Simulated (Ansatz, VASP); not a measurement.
# Cross-check of Ge2As4W between VASP and Ansatz

Aim: how closely do two programs agree when they are given the same cell, functional and k mesh? The cell is taken from a series of runs on this material, whose earlier steps may have relaxed, scaled, displaced or heated it; both programs get it as it stands.

Calculated with Ansatz 0.2.0; plane waves, with VASP 6.6.1 beside it; single point at LDA, spin-orbit coupling.

## Step 1: Starting point

The cell holds 7 atoms: 1 W, 4 As and 2 Ge. Cell: a = 3.610 Å, b = 3.610 Å, c = 43.200 Å, α = 90.0°, β = 90.0°, γ = 120.0°. Vacuum lies along c.

## Step 2: VASP: single point, LDA, spin-orbit coupling

A single point gives forces, pressure and levels at one fixed geometry, so differences don't come from the geometry; what else differs is listed under the comparison.

Lines of VASP's logs that name or quote its potential files are left out, and so is its time.

File INCAR:

```
SYSTEM = Ge2As4W
PREC = Accurate
ENCUT = 520
EDIFF = 1E-06
NELM = 200
ISMEAR = -1
SIGMA = 0.02
LREAL = .FALSE.
ALGO = Normal
GGA = PW92
LNONCOLLINEAR = .TRUE.
MAGMOM = 0 0 0 0 0 0 0 0 0 0 0 0 0 0 0 0 0 0 0 0 0
NBANDS = 68
GGA_COMPAT = .FALSE.
LASPH = .TRUE.
LSORBIT = .TRUE.
LMAXMIX = 4
LORBIT = 11
LWAVE = .FALSE.
LCHARG = .FALSE.
ISIF = 2
LDIPOL = .TRUE.
IDIPOL = 3
DIPOL = 0.5 0.5 0.5
LVHAR = .TRUE.
EFERMI = MIDGAP
NELMDL = -8
KPAR = 2
```

File POSCAR:

```
Ge2As4W
1.0
    3.6098771035      0.0000000000      0.0000000000
   -1.8049385518      3.1262452762      0.0000000000
    0.0000000000      0.0000000000     43.2000000000
W As Ge
1 4 2
Direct
    0.0000000000      0.0000000000      0.5000000000
    0.3333333333      0.6666666667      0.5335697027
    0.3333333333      0.6666666667      0.4664302973
    0.6666666667      0.3333333333      0.6157689906
    0.6666666667      0.3333333333      0.3842310094
    0.3333333333      0.6666666667      0.5889312921
    0.3333333333      0.6666666667      0.4110687079
```

File KPOINTS:

```
Automatic mesh
0
Gamma
9 9 1
0 0 0
```

Potentials, in the order of the species: W, As and Ge_d (LDA family, release 64).

Command:

```bash
mpirun -np 2 vasp_ncl
```

Numbers of over 12 decimals in the logs are rounded to 6 here.

What it wrote:

```text
[banner, memory and clock lines left out]
running    2 mpi-ranks, on    1 nodes
 distrk:  each k-point on    1 cores,    2 groups
 distr:  one band on    1 cores,    1 groups

 POSCAR found type information on POSCAR W AsGe
 POSCAR found :  3 types and       7 ions
|                                                                             |
|               ----> ADVICE to this user running VASP <----                  |
|                                                                             |
|     You enforced a specific xc type in the INCAR file but a different       |
|     [... a line on the potential file left out ...]
|     I HOPE YOU KNOW WHAT YOU ARE DOING!                                     |
|                                                                             |

 LDA part: xc-table for (Slater(with rela. corr.)+PW92), standard interpolation
 POSCAR, INCAR and KPOINTS ok, starting setup
 FFT: planning ... GRIDC
 FFT: planning ... GRID_SOFT
 FFT: planning ... GRID
 WAVECAR not read
 entering main loop
       N       E                     dE             d eps       ncg     rms          rms(c)
DAV:   1     0.481971900335E+03    0.48197E+03   -0.22038E+04  3000   0.162E+03
DAV:   2     0.352918073363E+02   -0.44668E+03   -0.43150E+03  3188   0.351E+02
DAV:   3    -0.418697886459E+02   -0.77162E+02   -0.75289E+02  3580   0.168E+02
DAV:   4    -0.470535443110E+02   -0.51838E+01   -0.50934E+01  3152   0.498E+01
DAV:   5    -0.472692118883E+02   -0.21567E+00   -0.21444E+00  3872   0.878E+00
DAV:   6    -0.472737050641E+02   -0.44932E-02   -0.44888E-02  3744   0.118E+00
DAV:   7    -0.472738732776E+02   -0.16821E-03   -0.16817E-03  3904   0.208E-01
DAV:   8    -0.472738787728E+02   -0.54952E-05   -0.54941E-05  3768   0.349E-02    0.201E+01
DAV:   9    -0.461702310813E+02    0.11036E+01   -0.34528E+00  3144   0.722E+00    0.768E+00
DAV:  10    -0.459496568795E+02    0.22057E+00   -0.11393E+00  3312   0.608E+00    0.462E+00
DAV:  11    -0.458429646506E+02    0.10669E+00   -0.30754E-01  3428   0.320E+00    0.849E-01
DAV:  12    -0.458446037094E+02   -0.16391E-02   -0.66467E-02  3040   0.110E+00    0.286E-01
DAV:  13    -0.458433922058E+02    0.12115E-02   -0.42218E-03  3608   0.374E-01    0.221E-01
DAV:  14    -0.458433609692E+02    0.31237E-04   -0.14333E-03  3072   0.175E-01    0.110E-01
[...]
DAV:  22    -0.458440990714E+02   -0.43964E-04   -0.15493E-06  2084   0.386E-03    0.135E-03
DAV:  23    -0.458441192340E+02   -0.20163E-04   -0.52778E-07  2048   0.205E-03    0.140E-03
DAV:  24    -0.458441341741E+02   -0.14940E-04   -0.27435E-07  1864   0.151E-03    0.928E-04
DAV:  25    -0.458441450662E+02   -0.10892E-04   -0.21689E-07  1800   0.158E-03    0.398E-04
DAV:  26    -0.458441490739E+02   -0.40076E-05   -0.12807E-07  1840   0.107E-03    0.197E-04
DAV:  27    -0.458441516763E+02   -0.26025E-05   -0.38085E-08  1688   0.752E-04    0.132E-04
DAV:  28    -0.458441528405E+02   -0.11641E-05   -0.17081E-08  1616   0.499E-04    0.135E-04
DAV:  29    -0.458441534000E+02   -0.55952E-06   -0.49720E-09  1560   0.408E-04
   1 F= -.45844153E+02 E0= -.45844116E+02  d E =-.749624E-04  mag=     0.0000    -0.0000     0.0000
```

OUTCAR, selected parts (step 2):

```text
ion  position               nearest neighbor table
   1  0.000  0.000  0.500-   2 2.54   3 2.54   2 2.54   3 2.54   2 2.54   3 2.54
   2  0.333  0.667  0.534-   6 2.39   1 2.54   1 2.54   1 2.54   3 2.90
   3  0.333  0.667  0.466-   7 2.39   1 2.54   1 2.54   1 2.54   2 2.90
   4  0.667  0.333  0.616-   6 2.38   6 2.38   6 2.38
   5  0.667  0.333  0.384-   7 2.38   7 2.38   7 2.38
   6  0.333  0.667  0.589-   4 2.38   4 2.38   4 2.38   2 2.39
   7  0.333  0.667  0.411-   5 2.38   5 2.38   5 2.38   3 2.39

  LATTYP: Found a hexagonal cell.
 ALAT       =     3.6098771035
 C/A-ratio  =    11.9671664052

 Subroutine GETGRP returns: Found 12 space group operations
 (whereof 12 operations were pure point group operations)

The static configuration has the point symmetry D_3h.

 Found     19 irreducible k-points:

   k-points           NKPTS =     19   k-points in BZ     NKDIM =     19   number of bands    NBANDS=     68

   dimension x,y,z NGX =    28 NGY =   28 NGZ =  324
   dimension x,y,z NGXF=    56 NGYF=   56 NGZF=  648

   ENCUT  =  520.0 eV  38.22 Ry    6.18 a.u.   6.71  6.71 80.32*2*pi/ulx,y,z

   NELECT =      54.0000    total number of electrons

 k-points in reciprocal lattice and weights: Automatic mesh
   0.00000000  0.00000000  0.00000000       0.012
   0.11111111  0.00000000  0.00000000       0.037
  -0.11111111  0.00000000  0.00000000       0.037
   0.22222222 -0.00000000  0.00000000       0.037
  -0.22222222  0.00000000  0.00000000       0.037
   0.33333333  0.00000000  0.00000000       0.037
  -0.33333333  0.00000000  0.00000000       0.037
   0.44444444 -0.00000000  0.00000000       0.037
  -0.44444444  0.00000000  0.00000000       0.037
[...]
-0.33333333 -0.22222222  0.00000000       0.074
   0.33333333  0.33333333  0.00000000       0.025

 dipolmoment           0.000000      0.000000     -0.000000 electrons x Angstroem

 average (electrostatic) potential at core
       1 -47.9142       2 -59.7767       3 -59.7767       4 -59.8293       5 -59.8293
       6 -82.2222       7 -82.2222

 E-fermi :  -1.7274

 k-point     1 :       0.0000    0.0000    0.0000
  band No.  band energies     occupation
    ...
     50      -2.2629      1.00000
     51      -2.2279      1.00000
     52      -2.2279      1.00000
     53      -2.1047      1.00000
     54      -2.1047      1.00000
     55       0.0131      0.00000
     56       0.0131      0.00000
     57       0.0282      0.00000
     58       0.0282      0.00000
     59       0.7985      0.00000
    ...

 k-point     2 :       0.1111    0.0000    0.0000
  band No.  band energies     occupation
    ...
     50      -2.7167      1.00000
     51      -2.6846      1.00000
     52      -2.6846      1.00000
     53      -2.1766      1.00000
     54      -2.1766      1.00000
     55       0.1846      0.00000
     56       0.1846      0.00000
     57       0.3449      0.00000
     58       0.3449      0.00000
     59       0.8803      0.00000
    ...

 k-point     3 :      -0.1111    0.0000    0.0000
  band No.  band energies     occupation
    ...
     50      -2.7167      1.00000
     51      -2.6846      1.00000
     52      -2.6846      1.00000
     53      -2.1766      1.00000
     54      -2.1766      1.00000
     55       0.1846      0.00000
     56       0.1846      0.00000
     57       0.3449      0.00000
     58       0.3449      0.00000
     59       0.8803      0.00000
    ...

  Total        0.0134198      0.0134198      0.5024490     -0.0000000      0.0000000      0.0000000
  in kB        0.0441020      0.0441020      1.6512140     -0.0000000      0.0000000      0.0000000
  external PRESSURE =       0.5798060 kB  Pullay stress =       0.0000000 kB

  energy-cutoff  :      520.00
  volume of cell :      487.53
      direct lattice vectors                 reciprocal lattice vectors
     3.609877104  0.000000000  0.000000000     0.277017741  0.159936267  0.000000000
    -1.804938552  3.126245276  0.000000000     0.000000000  0.319872535  0.000000000
     0.000000000  0.000000000 43.200000000     0.000000000  0.000000000  0.023148148

 POSITION                                       TOTAL-FORCE (eV/Angst)
 -----------------------------------------------------------------------------------
      0.00000      0.00000     21.60000        -0.000000     -0.000000      0.000000
     -0.00000      2.08416     23.05021         0.000000      0.000000     -0.032234
     -0.00000      2.08416     20.14979         0.000000     -0.000000      0.032234
      1.80494      1.04208     26.60122        -0.000000     -0.000000      0.085779
      1.80494      1.04208     16.59878        -0.000000     -0.000000     -0.085779
     -0.00000      2.08416     25.44183         0.000000     -0.000000     -0.032255
     -0.00000      2.08416     17.75817        -0.000000     -0.000000      0.032255
 -----------------------------------------------------------------------------------
    total drift:                               -0.000000      0.000000      0.000000

  FREE ENERGIE OF THE ION-ELECTRON SYSTEM (eV)
  ---------------------------------------------------
  free  energy   TOTEN  =       -45.8441534000 eV

  energy  without entropy=      -45.8440784376  energy(sigma->0) =      -45.84411592

 vacuum level on the upper side and lower side of the slab         3.023         3.023

 Spin-Orbit-Coupling matrix elements
 Ion:    1  E_soc:     -0.3286619
 Ion:    2  E_soc:     -0.0301055
 Ion:    3  E_soc:     -0.0301055
 Ion:    4  E_soc:     -0.0254276
 Ion:    5  E_soc:     -0.0254276
 Ion:    6  E_soc:     -0.0192092
 Ion:    7  E_soc:     -0.0192092

 total charge
# of ion       s       p       d       tot
------------------------------------------
    1        0.539   0.555   4.213   5.306
    2        1.211   1.591   0.070   2.873
    3        1.211   1.591   0.070   2.873
    4        1.278   1.509   0.045   2.832
    5        1.278   1.509   0.045   2.832
    6        1.134   1.277  10.071  12.482
    7        1.134   1.277  10.071  12.482
--------------------------------------------------
tot          7.786   9.310  24.584  41.680

 magnetization (x)
# of ion       s       p       d       tot
------------------------------------------
    1       -0.000  -0.000   0.000  -0.000
    2        0.000  -0.000   0.000  -0.000
    3        0.000   0.000   0.000   0.000
    4        0.000   0.000   0.000   0.000
    5        0.000  -0.000   0.000  -0.000
    6       -0.000  -0.000   0.000  -0.000
    7        0.000   0.000  -0.000   0.000
--------------------------------------------------
tot          0.000   0.000   0.000   0.000

 magnetization (y)
# of ion       s       p       d       tot
------------------------------------------
    1        0.000   0.000  -0.000   0.000
    2        0.000   0.000   0.000   0.000
    3        0.000   0.000   0.000   0.000
    4        0.000   0.000  -0.000  -0.000
    5        0.000   0.000  -0.000   0.000
    6        0.000   0.000   0.000   0.000
    7        0.000   0.000   0.000   0.000
--------------------------------------------------
tot          0.000   0.000  -0.000   0.000

 magnetization (z)
# of ion       s       p       d       tot
------------------------------------------
    1        0.000   0.000   0.000   0.000
    2       -0.000   0.000  -0.000   0.000
    3       -0.000   0.000  -0.000   0.000
    4       -0.000   0.000  -0.000   0.000
    5       -0.000   0.000  -0.000   0.000
    6        0.000   0.000   0.000   0.000
    7        0.000   0.000  -0.000   0.000
--------------------------------------------------
tot         -0.000   0.000  -0.000   0.000

[... 3 further parts left out ...]
```

The data set W keeps the semicore shell frozen, which is cheaper and a little less accurate.

[end of part 1 of 2]

[Lines on the potential files, build, host, timing and source positions are cut from VASP's logs without a mark.]

[Logs are printed without paths, hosts, clocks, repeated set-up lines and the standing remarks that a program may print on its own settings, such as how far it seeks lower states.]

[Hosts, paths, dates, database ids (printed as entryN), source tags and the programs' standing remarks are cut or masked in the printed files.]
